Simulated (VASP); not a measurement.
MoS2:

```
Mo S
1.0
     3.16100    0.00000    0.00000
    -1.58050    2.73751    0.00000
     0.00000    0.00000   13.77040
Mo S
2 4
Direct
  0.33333 0.66667 0.25000
  0.66667 0.33333 0.75000
  0.66667 0.33333 0.36365
  0.66667 0.33333 0.13635
  0.33333 0.66667 0.86365
  0.33333 0.66667 0.63635
```

The cell was built by a generator and needn't be a form met in nature.

Base run:

| Property | Result |
| --- | --- |
| Program | VASP 6.6.1 |
| Functional | vdW-DF2 |
| Potentials or basis | VASP PAW PBE potentials, release 64 (Mo_sv, S) |
| Cutoff | 520 eV |
| k mesh | 8 × 8 × 2 |
| Occupations | fermi-dirac, width 0.05 eV |
| Spin | no spin polarisation |

Its results: band gap on the k mesh 1.45 eV, indirect (least direct gap 2.00 eV); pressure 10.8 GPa; largest force 1.109 eV/Å.

Question: The run is repeated on the same cell with these changes: functional from vdW-DF2 to LDA; potentials or basis from VASP PAW PBE potentials, release 64 (Mo_sv, S) to VASP PAW LDA potentials, release 64 (Mo_sv, S). What comes out?

Answer: Band gap on the k mesh 1.45 eV, indirect (least direct gap 2.02 eV); pressure -4.7 GPa; largest force 0.417 eV/Å.

Caveats: the PAW data sets were made with another functional, which shifts forces and pressure a little (some runs).

A k mesh can miss the band edges.

Not every run made on this cell is shown here.
